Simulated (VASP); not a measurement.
A run of VASP 6.6.1 is set up as follows.

The input INCAR:

```
PREC = Accurate
ENCUT = 600
EDIFF = 1E-7
ISMEAR = -1
SIGMA = 0.05
LREAL = F
LASPH = T
NELM = 100
ALGO = Normal
ISIF = 3
LWAVE = F
LCHARG = F
GGA = PE
IVDW = 13
IBRION = 2
NSW = 60
EDIFFG = -0.01
```

The input KPOINTS:

```
Automatic mesh
0
Gamma
  5 5 5
```

File POSCAR:

```
Sc3Te
1.0
    0.0000000000      3.5695000000      3.5695000000
    3.5695000000      0.0000000000      3.5695000000
    3.5695000000      3.5695000000      0.0000000000
Sc Te
3 1
Direct
    0.2500000000      0.2500000000      0.2500000000
    0.7500000000      0.7500000000      0.7500000000
    0.5000000000      0.5000000000      0.5000000000
    0.0000000000      0.0000000000      0.0000000000
```

Potentials or basis: VASP PAW PBE potentials, release 64 (Sc_sv, Te).

Launch:

```bash
$ cat potpaw_PBE.64/Sc_sv/POTCAR potpaw_PBE.64/Te/POTCAR > POTCAR
$ mpirun -np 1 vasp_std > vasp.out
```

**Question.** Estimate the relaxed volume.

**Answer.** 21.75 Å³/atom.

**Question.** What does it give for the relaxed cell?

**Answer.** a = 4.974 Å, b = 4.974 Å, c = 4.974 Å, α = 60.00°, β = 60.00°, γ = 60.00°.

**Question.** Estimate the band gap on the k mesh.

**Answer.** None (metal or under the smearing width).

**Question.** Estimate the space group after relaxing (to 0.05 Å).

**Answer.** Fm-3m (No. 225).

Final structure:
```
CELL_PARAMETERS angstrom
0.00000 3.51697 3.51697
3.51697 0.00000 3.51697
3.51697 3.51697 0.00000
ATOMIC_POSITIONS crystal
Sc 0.25000 0.25000 0.25000
Sc 0.75000 0.75000 0.75000
Sc 0.50000 0.50000 0.50000
Te 0.00000 0.00000 0.00000
```

Caveat: pairwise dispersion overbinds metals, which lowers pressure and volume. The run has no spin-orbit coupling, so splittings on Te are missing.
